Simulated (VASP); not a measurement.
Here is the system:

```
Na2S
1.0
    6.23908     0.00000     0.00000
    0.00000     6.23908     0.00000
    0.00000     0.00000     6.23908
Na S
4 2
Direct
  0.75000   0.75000   0.75000
  0.75000   0.25000   0.25000
  0.25000   0.75000   0.25000
  0.25000   0.25000   0.75000
  0.00000   0.00000   0.00000
  0.50000   0.50000   0.50000
```

All values below come from PBE GGA, VASP's PBE PAW potentials (set 64) (plane waves; VASP). Settings: 300 eV cut-off, 3×3×3 Γ-centred mesh, Fermi-Dirac smearing of 0.10 eV, potentials Na_pv S.

Give the energies of bands 15 to 23 at the high-symmetry points, in eV from the valence-band maximum.

| band | Γ | X | M | R |
|---|---|---|---|---|
| 15 | -0.48 | -0.53 | -0.81 | -0.49 |
| 16 | -0.48 | -0.53 | -0.81 | -0.49 |
| 17 | -0.48 | -0.27 | -0.21 | -0.49 |
| 18 | 0.00 | -0.27 | -0.21 | -0.37 |
| 19 | 0.00 | -0.19 | -0.04 | -0.37 |
| 20 | 0.00 | -0.19 | -0.04 | -0.37 |
| 21 | 1.48 | 3.04 | 3.34 | 4.50 |
| 22 | 3.74 | 3.04 | 3.34 | 4.50 |
| 23 | 3.74 | 4.64 | 4.33 | 4.50 |

The gap is direct, 1.47 eV, from the valence maximum at Γ to the conduction minimum at Γ.

The structure was generated: Na2S was put into an ordered model structure, which need not be its known phase. The cell was not relaxed at this level.
